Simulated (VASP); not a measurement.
# Sn2Bi2O (P4/mmm) in VASP: relaxation of cell and atoms with PBE

Aim: the relaxation of cell and atoms of Sn2Bi2O with PBE.

Program: VASP 6.6.1. These are calculated values, not measurements. Logs are shortened: lines on timing, memory, paths and dates and some standing lists are left out, and cuts for length are marked.

## 1. Starting point

It takes space group P4/mmm (No. 123, tetragonal). The conventional cell has a = 4.829 Å, b = 4.829 Å, c = 6.328 Å, α = 90.00°, β = 90.00°, γ = 90.00°. Around Sn (site symmetry mmm) lie 2 Bi at 2.41 Å. Bi (site symmetry 4/mmm) has 4 Sn at 2.41 Å as nearest neighbours. Around Bi (site symmetry 4/mmm) lie 4 O at 3.41 Å. O (site symmetry 4/mmm) is surrounded by 6 Bi at 3.16 to 3.41 Å.

The cell was built by a generator and needn't be a form met in nature.

## 2. Relaxation of cell and atoms, PBE

INCAR

```
PREC = Normal
ENCUT = 520
EDIFF = 1E-4
ISMEAR = 0
SIGMA = 0.15
LREAL = False
LASPH = True
NELM = 60
ALGO = Fast
ISIF = 3
LWAVE = False
LCHARG = False
GGA = PE
IBRION = 2
NSW = 24
EDIFFG = -0.08
```

KPOINTS

```
regular mesh
0
Gamma
  3 3 2
```

POSCAR

```
Sn2Bi2O
1.0
    4.8291028100      0.0000000000      0.0000000000
    0.0000000000      4.8291028100      0.0000000000
    0.0000000000      0.0000000000      6.3278305400
Sn Bi O
2 2 1
Direct
    0.0000000000      0.5000000000      0.5000000000
    0.5000000000      0.0000000000      0.5000000000
    0.0000000000      0.0000000000      0.5000000000
    0.5000000000      0.5000000000      0.0000000000
    0.0000000000      0.0000000000      0.0000000000
```

Potentials or basis: VASP PAW PBE potentials, release 64 (Sn_d, Bi_d, O).

The run is started by

```bash
cat potpaw_PBE.64/Sn_d/POTCAR potpaw_PBE.64/Bi_d/POTCAR potpaw_PBE.64/O/POTCAR > POTCAR
mpirun -np 1 vasp_std > vasp.out
```

OUTCAR:

```text
PREC = Normal
   ENCUT = 520
   EDIFF = 1E-4
   ISMEAR = 0
   LREAL = False
   LASPH = True
   NELM = 60
   ISIF = 3
   GGA = PE
   IBRION = 2
   NSW = 24
   EDIFFG = -0.08

 ion  position               nearest neighbor table
   1  0.000  0.500  0.500-   3 2.41   3 2.41   2 3.41   2 3.41   2 3.41   2 3.41
   2  0.500  0.000  0.500-   3 2.41   3 2.41   1 3.41   1 3.41   1 3.41   1 3.41
   3  0.000  0.000  0.500-   1 2.41   2 2.41   1 2.41   2 2.41
   4  0.500  0.500  0.000-
   5  0.000  0.000  0.000-

  LATTYP: Found a simple tetragonal cell.
 ALAT       =     4.8291028100
 C/A-ratio  =     1.3103532455

  Lattice vectors:

 A1 = (   4.8291028100,   0.0000000000,   0.0000000000)
 A2 = (   0.0000000000,   4.8291028100,   0.0000000000)
 A3 = (   0.0000000000,   0.0000000000,   6.3278305400)

Analysis of symmetry for initial positions (statically):
=====================================================================
 Subroutine PRICEL returns:
 Original cell was already a primitive cell.

 Routine SETGRP: Setting up the symmetry group for a
 simple tetragonal supercell.

 Subroutine GETGRP returns: Found 16 space group operations
 (whereof 16 operations were pure point group operations)
 out of a pool of 16 trial point group operations.

The static configuration has the point symmetry D_4h.

Analysis of symmetry for dynamics (positions and initial velocities):
=====================================================================
 Subroutine PRICEL returns:
 Original cell was already a primitive cell.

 Routine SETGRP: Setting up the symmetry group for a
 simple tetragonal supercell.

 Subroutine GETGRP returns: Found 16 space group operations
 (whereof 16 operations were pure point group operations)
 out of a pool of 16 trial point group operations.

The dynamic configuration has the point symmetry D_4h.

 Subroutine INISYM returns: Found 16 space group operations
 (whereof 16 operations are pure point group operations),
 and found     1 'primitive' translations

----------------------------------------------------------------------------------------

                                     Primitive cell

  volume of cell :     147.5665

  direct lattice vectors                    reciprocal lattice vectors
     4.829102810  0.000000000  0.000000000     0.207077803  0.000000000  0.000000000
     0.000000000  4.829102810  0.000000000     0.000000000  0.207077803  0.000000000
     0.000000000  0.000000000  6.327830540     0.000000000  0.000000000  0.158032045

  length of vectors
     4.829102810  4.829102810  6.327830540     0.207077803  0.207077803  0.158032045

  position of ions in fractional coordinates (direct lattice)
     0.000000000  0.500000000  0.500000000
     0.500000000  0.000000000  0.500000000
     0.000000000  0.000000000  0.500000000
     0.500000000  0.500000000  0.000000000
     0.000000000  0.000000000  0.000000000

  ion indices of the primitive-cell ions
   primitive index   ion index
                 1           1
                 2           2
                 3           3
                 4           4
                 5           5

----------------------------------------------------------------------------------------

 KPOINTS: regular mesh

Automatic generation of k-mesh.
 Grid dimensions read from file:
 generate k-points for:    3    3    2

 Generating k-lattice:

  Cartesian coordinates                     Fractional coordinates (reciprocal lattice)
     0.069025934  0.000000000  0.000000000     0.333333333  0.000000000  0.000000000
     0.000000000  0.069025934  0.000000000     0.000000000  0.333333333  0.000000000
     0.000000000  0.000000000  0.079016022     0.000000000  0.000000000  0.500000000

  Length of vectors
     0.069025934  0.069025934  0.079016022

  Shift w.r.t. Gamma in fractional coordinates (k-lattice)
     0.000000000  0.000000000  0.000000000

 Subroutine IBZKPT returns following result:
 ===========================================

 Found      6 irreducible k-points:

 Following reciprocal coordinates:
            Coordinates               Weight
  0.000000  0.000000  0.000000      1.000000
  0.333333  0.000000  0.000000      4.000000
  0.333333  0.333333  0.000000      4.000000
  0.000000  0.000000  0.500000      1.000000
  0.333333  0.000000  0.500000      4.000000
  0.333333  0.333333  0.500000      4.000000
   k-points           NKPTS =      6   k-points in BZ     NKDIM =      6   number of bands    NBANDS=     38
   number of dos      NEDOS =    301   number of ions     NIONS =      5
   total plane-waves  NPLWV =  28224
   dimension x,y,z NGX =    28 NGY =   28 NGZ =   36
   dimension x,y,z NGXF=    56 NGYF=   56 NGZF=   72
   ions per type =               2   2   1
   NGX,Y,Z   is equivalent  to a cutoff of   9.64,  9.64,  9.46 a.u.
   NGXF,Y,Z  is equivalent  to a cutoff of  19.28, 19.28, 18.92 a.u.
 SYSTEM =  unknown system
   PREC   = normal    normal or accurate (medium, high low for compatibility)
   ISTART =      0    job   : 0-new  1-cont  2-samecut
   ICHARG =      2    charge: 1-file 2-atom 10-const
   ISPIN  =      1    spin polarized calculation?
   LNONCOLLINEAR =      F non collinear calculations
   LSORBIT =      F    spin-orbit coupling
   LASPH  =      T    aspherical Exc in radial PAW
   ENCUT  =  520.0 eV  38.22 Ry    6.18 a.u.   8.98  8.98 11.77*2*pi/ulx,y,z
   NELM   =     60;   NELMIN=  2; NELMDL= -5     # of ELM steps
   EDIFF  = 0.1E-03   stopping-criterion for ELM
   LREAL  =      F    real-space projection
   EDIFFG = -.8E-01   stopping-criterion for IOM
   NSW    =     24    number of steps for IOM
   IBRION =      2    ionic relax: 0-MD 1-quasi-New 2-CG
   NFREE  =      1    steps in history (QN), initial steepest desc. (CG)
   ISIF   =      3    stress and relaxation
   ISYM   =      2    0-nonsym 1-usesym 2-fastsym
   POTIM  = 0.5000    time-step for ionic-motion
   TEBEG  =    0.0;   TEEND  =   0.0 temperature during run
   PSTRESS=    0.0 pullay stress
   NELECT =      64.0000    total number of electrons
   NUPDOWN=      -1.0000    fix difference up-down
   EMIN   =  10.00;   EMAX   =-10.00  energy-range for DOS
   EFERMI =   0.00;   METHOD = LEGACY
   ISMEAR =     0;   SIGMA  =   0.15  broadening in eV -4-tet -1-fermi 0-gaus
   EFERMI_NEDOS =   21; number of points for ismear=-14 and -15
   IALGO  =     68    algorithm
   IMIX   =      4    mixing-type and parameters
     AMIX     =   0.40;   BMIX     =  1.00
     AMIX_MAG =   1.60;   BMIX_MAG =  1.00
  volume/ion in A,a.u.               =      29.51       199.17
  Fermi-wavevector in a.u.,A,eV,Ry     =   1.239193  2.341735 20.893093  1.535599
  Thomas-Fermi vector in A             =   2.373686
   LORBIT       =      0    0 simple, 1 ext, 2 COOP (PROOUT), +10 PAW based schemes
   GGA     = PE    functional components
   LHFCALC =     F    Hartree Fock is set to
   AEXX    =    0.0000 exact exchange contribution
   IVDW    =     0    specifies the selected vdW correction
   LEPSILON=     F    determine dielectric tensor
   LRPA    =     F    only Hartree local field effects (RPA)
 conjugate gradient relaxation of ions
 non-spin polarized calculation
 RMM-DIIS sequential band-by-band and
 Gauss-broadening in eV      SIGMA  =   0.15
  energy-cutoff  :      520.00
  volume of cell :      147.57
 maximum number of plane-waves:      3991
   NGX = 17   NGY = 17   NGZ = 23

--------------------------------------- Ionic step        1  -------------------------------------------

 number of electron      63.9999905 magnetization

 Free energy of the ion-electron system (eV)
  ---------------------------------------------------
  ext. energy  EPLUGINS =         0.00000000
  ---------------------------------------------------
  free energy    TOTEN  =        -9.46057794 eV

  energy without entropy =       -9.36429126  energy(sigma->0) =       -9.41243460

------------------------ aborting loop because EDIFF is reached ----------------------------------------

  FORCE on cell =-STRESS in cart. coord.  units (eV):
  Direction    XX          YY          ZZ          XY          YZ          ZX
  --------------------------------------------------------------------------------------
  -------------------------------------------------------------------------------------
  Total       27.2110181     27.2110181     -9.9782871      0.0000000      0.0000000      0.0000000
  in kB      295.4388683    295.4388683   -108.3375068      0.0000000      0.0000000      0.0000000
  external PRESSURE =     160.8467433 kB  Pullay stress =       0.0000000 kB
[... 98 lines left out ...]
  FREE ENERGIE OF THE ION-ELECTRON SYSTEM (eV)
  ---------------------------------------------------
  free  energy   TOTEN  =       -15.5082446306 eV

  energy  without entropy=      -15.4408641935  energy(sigma->0) =      -15.47455441

 E-fermi :  12.0826     XC(G=0): -11.3913

 val. band max:       11.8826292404   @ k =   0.3333   0.0000   0.5000
 cond. band min:      12.1638670039   @ k =   0.3333   0.3333   0.5000
 fundamental gap:      0.2812377635
 Fermi energy:        12.0826202614

 k-point     1 :       0.0000    0.0000    0.0000
  band No.  band energies     occupation
      1     -31.6980      2.00000
      2     -17.0493      2.00000
      3     -17.0493      2.00000
      4     -15.3272      2.00000
      5     -15.3125      2.00000
      6     -12.8154      2.00000
[... 235 lines left out ...]
     37      40.4727      0.00000
     38     145.9886      0.00000

 E-fermi :   4.4589     XC(G=0):  -8.9339

 val. band max:        4.3989529045   @ k =   0.0000   0.0000   0.5000
 cond. band min:       4.4653169275   @ k =   0.3333   0.3333   0.0000
 fundamental gap:      0.0663640230
 Fermi energy:         4.4589376201

 k-point     1 :       0.0000    0.0000    0.0000
  band No.  band energies     occupation
      1     -18.5691      2.00000
      2     -18.5207      2.00000
      3     -18.4335      2.00000
      4     -18.3768      2.00000
      5     -18.3768      2.00000
      6     -17.9822      2.00000
[... 235 lines left out ...]
     37       8.2279      0.00000
     38       8.5967      0.00000

[... ionic steps 4 to 12 ...]

--------------------------------------- Ionic step       13  -------------------------------------------

 number of electron      64.0000037 magnetization

------------------------ aborting loop because EDIFF is reached ----------------------------------------

  FORCE on cell =-STRESS in cart. coord.  units (eV):
  Direction    XX          YY          ZZ          XY          YZ          ZX
  --------------------------------------------------------------------------------------
  -------------------------------------------------------------------------------------
  Total       -0.1316887     -0.1316887      0.8688013      0.0000000      0.0000000      0.0000000
  in kB       -1.4461085     -1.4461085      9.5405379      0.0000000      0.0000000      0.0000000
  external PRESSURE =       2.2161070 kB  Pullay stress =       0.0000000 kB
[... 63 lines left out ...]
  energy  without entropy=      -19.3830920640  energy(sigma->0) =      -19.40537212

--------------------------------------- Ionic step       15  -------------------------------------------

 number of electron      64.0000054 magnetization

 Free energy of the ion-electron system (eV)
  ---------------------------------------------------
  ext. energy  EPLUGINS =         0.00000000
  ---------------------------------------------------
  free energy    TOTEN  =       -19.43064295 eV

  energy without entropy =      -19.38684891  energy(sigma->0) =      -19.40874593

 E-fermi :   5.8895     XC(G=0):  -9.4732

 val. band max:        5.7790203326   @ k =   0.3333   0.3333   0.0000
 cond. band min:       5.9065647872   @ k =   0.3333   0.0000   0.5000
 fundamental gap:      0.1275444546
 Fermi energy:         5.8895407226

 k-point     1 :       0.0000    0.0000    0.0000
  band No.  band energies     occupation
      1     -18.5792      2.00000
      2     -17.5235      2.00000
      3     -17.4623      2.00000
      4     -17.4471      2.00000
      5     -17.4471      2.00000
      6     -17.1785      2.00000
[... 267 lines left out ...]
  FREE ENERGIE OF THE ION-ELECTRON SYSTEM (eV)
  ---------------------------------------------------
  free  energy   TOTEN  =       -19.4306429544 eV

  energy  without entropy=      -19.3868489134  energy(sigma->0) =      -19.40874593

 reached required accuracy - stopping structural energy minimisation
```

Wall time 3.3 min (1 thread of Intel Xeon 6975P-C (Granite Rapids), shared host); peak memory 0.2 GiB.

What came out:

```
Free energy                            : -19.4306 eV
Relaxed volume                         : 29.27 Å³/atom
Relaxed cell                           : a = 6.084 Å, b = 6.084 Å, c = 3.954 Å, α = 90.00°, β = 90.00°, γ = 90.00°
Space group after relaxing (to 0.05 Å) : P4/mmm (No. 123)
Energy gained by relaxing              : 1994.0 meV/atom
Ionic steps                            : 15
Pressure after relaxing                : 0.1 GPa
Band gap on the k mesh                 : none (metal or under the smearing width)
```

Stress tensor (GPa, compression positive):
```
0.10 0.00 0.00
0.00 0.10 0.00
0.00 0.00 0.20
```

Step by step:
```tsv
step	energy change (eV)	largest force (eV/Å)	pressure (GPa)	volume (Å³)
1	0.0000	0.0000	16.08	147.57
2	-6.0439	0.0000	-5.89	212.58
3	-6.0477	0.0000	-4.86	205.75
4	-8.0470	0.0000	-5.36	179.67
5	45.9123	0.0000	200.37	95.07
6	17.5597	0.0000	-0.37	177.07
7	-8.3229	0.0000	-5.78	175.81
8	-9.2680	0.0000	8.33	136.54
9	-9.0988	0.0000	-4.24	164.61
10	-9.8888	0.0000	-1.88	150.71
11	-9.9225	0.0000	1.77	143.66
12	-9.9679	0.0000	-0.58	147.13
13	-9.9680	0.0000	0.22	145.90
14	-9.9671	0.0000	-0.27	146.94
15	-9.9701	0.0000	0.14	146.35
```

Final structure:
```yaml
crystal:
  lattice:
    - [6.08354, 0.00000, 0.00000]
    - [0.00000, 6.08354, 0.00000]
    - [0.00000, 0.00000, 3.95443]
  atoms:
    - { symbol: Sn, position: [0.00000, 0.50000, 0.50000] }
    - { symbol: Sn, position: [0.50000, 0.00000, 0.50000] }
    - { symbol: Bi, position: [0.00000, 0.00000, 0.50000] }
    - { symbol: Bi, position: [0.50000, 0.50000, 0.00000] }
    - { symbol: O, position: [0.00000, 0.00000, 0.00000] }
```

Caveat: the k mesh is coarse (spacing up to 0.50 Å⁻¹), so the values aren't converged; spin-orbit coupling is left out, which moves the levels of the heavy elements; the relaxation stopped at a loose force limit of 0.08 eV/Å, so its end isn't a converged minimum.
